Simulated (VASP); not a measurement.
All values below come from LDA (Ceperley-Alder, Perdew-Zunger), VASP's LDA PAW potentials (set 64) (plane waves; VASP 6.6.1).

A VASP calculation is set up with these files.

INCAR:
```
ALGO = Normal
EDIFF = 1E-7
ENCUT = 520
ISIF = 2
ISMEAR = 1
LASPH = .True.
LCHARG = .False.
LMAXMIX = 4
LREAL = .False.
LWAVE = .False.
NELM = 100
PREC = Accurate
SIGMA = 0.1
SYSTEM = CoGa
```

### POSCAR
```
CoGa
1
    2.8114402150     0.0000000000     0.0000000000
    0.0000000000     2.8114402150     0.0000000000
    0.0000000000     0.0000000000     2.8114402150
Ga Co
1 1
Direct
  0.5000000000   0.5000000000   0.5000000000
  0.0000000000   0.0000000000   0.0000000000
```

File KPOINTS:
```
Automatic mesh
0
Gamma
13 13 13
0 0 0
```

POTCAR, in this order: Ga_d Co (LDA.64 set). Program: vasp_std.

What VASP printed:

OUTCAR:
```
 ion  position               nearest neighbor table
   1  0.500  0.500  0.500-   2 2.43   2 2.43   2 2.43   2 2.43   2 2.43   2 2.43   2 2.43   2 2.43
  LATTYP: Found a simple cubic cell.
 ALAT       =     2.8114402150
 Subroutine PRICEL returns:
 Original cell was already a primitive cell.
 Subroutine GETGRP returns: Found 48 space group operations
The static configuration has the point symmetry O_h .
The dynamic configuration has the point symmetry O_h .
 Subroutine INISYM returns: Found 48 space group operations
 Subroutine IBZKPT returns following result:
 Found     84 irreducible k-points:

 Following reciprocal coordinates:
            Coordinates               Weight
  0.000000  0.000000  0.000000      1.000000
  0.076923  0.000000  0.000000      6.000000
  0.153846  0.000000  0.000000      6.000000
  0.230769  0.000000  0.000000      6.000000
  0.307692  0.000000  0.000000      6.000000
  0.384615  0.000000  0.000000      6.000000
  0.461538  0.000000  0.000000      6.000000
  0.076923  0.076923  0.000000     12.000000
  0.153846  0.076923  0.000000     24.000000
  0.230769  0.076923  0.000000     24.000000
  0.307692  0.076923  0.000000     24.000000
  0.384615  0.076923  0.000000     24.000000
  0.461538  0.076923  0.000000     24.000000
  0.153846  0.153846  0.000000     12.000000
  0.230769  0.153846  0.000000     24.000000
  0.307692  0.153846  0.000000     24.000000
  0.384615  0.153846  0.000000     24.000000
  0.461538  0.153846  0.000000     24.000000
  0.230769  0.230769  0.000000     12.000000
  0.307692  0.230769  0.000000     24.000000
  0.384615  0.230769  0.000000     24.000000
  0.461538  0.230769  0.000000     24.000000
  0.307692  0.307692  0.000000     12.000000
  0.384615  0.307692  0.000000     24.000000
  0.461538  0.307692  0.000000     24.000000
  0.384615  0.384615  0.000000     12.000000
  0.461538  0.384615  0.000000     24.000000
  0.461538  0.461538  0.000000     12.000000
  0.076923  0.076923  0.076923      8.000000
  0.153846  0.076923  0.076923     24.000000
  0.230769  0.076923  0.076923     24.000000
  0.307692  0.076923  0.076923     24.000000
  0.384615  0.076923  0.076923     24.000000
  0.461538  0.076923  0.076923     24.000000
  0.153846  0.153846  0.076923     24.000000
  0.230769  0.153846  0.076923     48.000000
  0.307692  0.153846  0.076923     48.000000
  0.384615  0.153846  0.076923     48.000000
  0.461538  0.153846  0.076923     48.000000
  0.230769  0.230769  0.076923     24.000000
   k-points           NKPTS =     84   k-points in BZ     NKDIM =     84   number of bands    NBANDS=     15
   number of dos      NEDOS =    301   number of ions     NIONS =      2
   total plane-waves  NPLWV =  13824
   dimension x,y,z NGX =    24 NGY =   24 NGZ =   24
   dimension x,y,z NGXF=    48 NGYF=   48 NGZF=   48
   ions per type =               1   1
   PREC   = accura    normal or accurate (medium, high low for compatibility)
   ISTART =      0    job   : 0-new  1-cont  2-samecut
   ICHARG =      2    charge: 1-file 2-atom 10-const
   ISPIN  =      1    spin polarized calculation?
   LNONCOLLINEAR =      F non collinear calculations
   LSORBIT =      F    spin-orbit coupling
   INIWAV =      1    electr: 0-lowe 1-rand  2-diag
   ENCUT  =  520.0 eV  38.22 Ry    6.18 a.u.   5.23  5.23  5.23*2*pi/ulx,y,z
   NELM   =    100;   NELMIN=  2; NELMDL= -5     # of ELM steps
   EDIFF  = 0.1E-06   stopping-criterion for ELM
   LREAL  =      F    real-space projection
   NLSPLINE    = F    spline interpolate recip. space projectors
   LMAXMIX     =    4 max onsite mixed and CHGCAR
   VOSKOWN=      0    Vosko Wilk Nusair interpolation
...
```

**OSZICAR**
```
       N       E                     dE             d eps       ncg     rms          rms(c)
DAV:   1     0.986507204313E+02    0.98651E+02   -0.10902E+04  2672   0.268E+03
DAV:   2    -0.863263486318E+01   -0.10728E+03   -0.10491E+03  2562   0.360E+02
DAV:   3    -0.134894553868E+02   -0.48568E+01   -0.48350E+01  2884   0.826E+01
DAV:   4    -0.135649471876E+02   -0.75492E-01   -0.75474E-01  3470   0.961E+00
DAV:   5    -0.135665493743E+02   -0.16022E-02   -0.16022E-02  3032   0.121E+00    0.102E+01
DAV:   6    -0.142683003309E+02   -0.70175E+00   -0.20538E+01  2892   0.636E+01    0.103E+01
DAV:   7    -0.125685330571E+02    0.16998E+01   -0.80444E+00  2660   0.471E+01    0.204E+00
DAV:   8    -0.125384011501E+02    0.30132E-01   -0.23453E-01  3144   0.550E+00    0.651E-01
DAV:   9    -0.125317664122E+02    0.66347E-02   -0.17814E-02  3582   0.221E+00    0.123E-01
DAV:  10    -0.125314389954E+02    0.32742E-03   -0.52661E-04  3320   0.341E-01    0.679E-02
DAV:  11    -0.125314117313E+02    0.27264E-04   -0.74331E-05  3406   0.150E-01    0.125E-02
DAV:  12    -0.125314114403E+02    0.29099E-06   -0.42088E-06  3531   0.362E-02    0.286E-03
DAV:  13    -0.125314114709E+02   -0.30667E-07   -0.21198E-07  2368   0.759E-03
   1 F= -.12531411E+02 E0= -.12531783E+02  d E =0.111470E-02
```

**OUTCAR**
```
------------------------ aborting loop because EDIFF is reached ----------------------------------------
  FORCE on cell =-STRESS in cart. coord.  units (eV):
  Direction    XX          YY          ZZ          XY          YZ          ZX
  --------------------------------------------------------------------------------------
  Total        0.0139085      0.0139085      0.0139085      0.0000000      0.0000000     -0.0000000
  in kB        1.0027794      1.0027794      1.0027794      0.0000000      0.0000000     -0.0000000
  external PRESSURE =       1.0027794 kB  Pullay stress =       0.0000000 kB
  volume of cell :       22.22
      direct lattice vectors                 reciprocal lattice vectors
     2.811440215  0.000000000  0.000000000     0.355689584  0.000000000  0.000000000
     0.000000000  2.811440215  0.000000000     0.000000000  0.355689584  0.000000000
     0.000000000  0.000000000  2.811440215     0.000000000  0.000000000  0.355689584
 POSITION                                       TOTAL-FORCE (eV/Angst)
 -----------------------------------------------------------------------------------
      1.40572      1.40572      1.40572         0.000000      0.000000      0.000000
      0.00000      0.00000      0.00000         0.000000      0.000000      0.000000
 -----------------------------------------------------------------------------------
    total drift:                                0.000000      0.000000     -0.000000
  FREE ENERGIE OF THE ION-ELECTRON SYSTEM (eV)
  ---------------------------------------------------
  free  energy   TOTEN  =       -12.5314114709 eV

  energy  without entropy=      -12.5325261680  energy(sigma->0) =      -12.53178304
```
(Selected blocks of OUTCAR.)

The compound is CoGa in the CsCl type structure. It was relaxed first, which changed the volume by -7 %. The run is not spin-polarised, so no magnetic state was tried.
